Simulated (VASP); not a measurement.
Calculation: LDA (Ceperley-Alder, Perdew-Zunger), VASP's LDA PAW potentials (set 64) (plane waves; VASP).

Input for VASP

### INCAR
```
# general
SYSTEM  = SnTe
PREC    = Accurate
ENCUT   = 400   # plane-wave cut-off (eV)
LREAL   = .FALSE.   # projection in real space or not
LASPH   = .TRUE.

# electronic loop
EDIFF   = 1E-6   # SCF stop (eV)
NELM    = 100   # most electronic steps
ALGO    = Normal   # blocked Davidson
LMAXMIX = 4   # l cut-off of mixed one-centre charges

# smearing
ISMEAR  = 0
SIGMA   = 0.05   # width (eV)

# ions
IBRION  = 2   # conjugate gradients
NSW     = 60   # most ionic steps
ISIF    = 3   # ions, shape and volume
EDIFFG  = -0.01

# output
LWAVE   = .FALSE.
LCHARG  = .FALSE.
```

File POSCAR:
```
SnTe
1
    0.0000000000     3.1174182549     3.1174182549
    3.1174182549    -0.0000000000     3.1174182549
    3.1174182549     3.1174182549    -0.0000000000
Sn Te
1 1
Direct
  0.0000000000   0.0000000000   0.0000000000
  0.5000000000   0.5000000000   0.5000000000
```

**KPOINTS**
```
K-points
0
gamma
  7 7 7
0 0 0
```

POTCAR, in this order: Sn_d Te (LDA.64 set). Program: vasp_std.

Output

File OSZICAR:
```
       N       E                     dE             d eps       ncg     rms          rms(c)
DAV:   1     0.116695488380E+03    0.11670E+03   -0.85073E+03   572   0.141E+03
DAV:   2     0.160895549654E+01   -0.11509E+03   -0.11297E+03   596   0.348E+02
DAV:   3    -0.861271674904E+01   -0.10222E+02   -0.10157E+02   746   0.967E+01
DAV:   4    -0.888324538279E+01   -0.27053E+00   -0.27048E+00   618   0.174E+01
DAV:   5    -0.889421345575E+01   -0.10968E-01   -0.10968E-01   832   0.322E+00    0.515E+00
DAV:   6    -0.884412471677E+01    0.50089E-01   -0.10935E-01   790   0.272E+00    0.329E+00
DAV:   7    -0.883976799314E+01    0.43567E-02   -0.39862E-02   712   0.126E+00    0.679E-01
DAV:   8    -0.883879426120E+01    0.97373E-03   -0.68024E-03   668   0.763E-01    0.151E-01
DAV:   9    -0.883882803613E+01   -0.33775E-04   -0.53202E-04   694   0.233E-01    0.546E-02
DAV:  10    -0.883881041696E+01    0.17619E-04   -0.60113E-05   668   0.780E-02    0.253E-02
DAV:  11    -0.883881068887E+01   -0.27191E-06   -0.26810E-05   694   0.457E-02    0.153E-02
DAV:  12    -0.883880997265E+01    0.71622E-06   -0.33245E-06   578   0.167E-02
   1 F= -.88388100E+01 E0= -.88388100E+01  d E =-.883881E+01
       N       E                     dE             d eps       ncg     rms          rms(c)
DAV:   1    -0.883918496497E+01   -0.37428E-03   -0.85158E-03   686   0.154E+00    0.115E-01
DAV:   2    -0.883888046018E+01    0.30450E-03   -0.53637E-04   686   0.406E-01    0.465E-02
DAV:   3    -0.883880911701E+01    0.71343E-04   -0.21186E-04   692   0.232E-01    0.927E-03
DAV:   4    -0.883880680211E+01    0.23149E-05   -0.56859E-06   602   0.234E-02    0.928E-03
DAV:   5    -0.883880562756E+01    0.11746E-05   -0.63506E-07   298   0.757E-03    0.128E-03
DAV:   6    -0.883880561259E+01    0.14979E-07   -0.35613E-07   298   0.111E-02
   2 F= -.88388056E+01 E0= -.88388056E+01  d E =0.436007E-05
```

File OUTCAR:
```
------------------------ aborting loop because EDIFF is reached ----------------------------------------
  FORCE on cell =-STRESS in cart. coord.  units (eV):
  Direction    XX          YY          ZZ          XY          YZ          ZX
  --------------------------------------------------------------------------------------
  Total        0.0156917      0.0156917      0.0156917      0.0000000      0.0000000      0.0000000
  in kB        0.4155407      0.4155407      0.4155407      0.0000000      0.0000000      0.0000000
  external PRESSURE =       0.4155407 kB  Pullay stress =       0.0000000 kB
  volume of cell :       60.50
      direct lattice vectors                 reciprocal lattice vectors
     0.000000000  3.115869405  3.115869405    -0.160468856  0.160468856  0.160468856
     3.115869405  0.000000000  3.115869405     0.160468856 -0.160468856  0.160468856
     3.115869405  3.115869405  0.000000000     0.160468856  0.160468856 -0.160468856
 POSITION                                       TOTAL-FORCE (eV/Angst)
 -----------------------------------------------------------------------------------
      3.11587      6.23174      3.11587        -0.000000      0.000000     -0.000000
      3.11587      3.11587      3.11587         0.000000      0.000000      0.000000
 -----------------------------------------------------------------------------------
    total drift:                               -0.000000     -0.000000      0.000000
  FREE ENERGIE OF THE ION-ELECTRON SYSTEM (eV)
  ---------------------------------------------------
  free  energy   TOTEN  =        -8.8388056126 eV

  energy  without entropy=       -8.8388056126  energy(sigma->0) =       -8.83880561

 reached required accuracy - stopping structural energy minimisation
```
(Selected blocks of OUTCAR.)

### CONTCAR
```
SnTe
   1.00000000000000
     0.0000000000000000    3.1158694049134610    3.1158694049134610
     3.1158694049134610    0.0000000000000000    3.1158694049134610
     3.1158694049134610    3.1158694049134610    0.0000000000000000
  Sn              Te
     1     1
Direct
     1.0000000000000000    0.0000000000000000    1.0000000000000000
     0.5000000000000000    0.5000000000000000    0.5000000000000000
```

The structure comes from a computed database's SnTe entry (Fm-3m); how it stands against other phases isn't given here. This run relaxes it. Symmetry was kept, so distortions that lower it aren't found. The start is the result of an earlier pass.
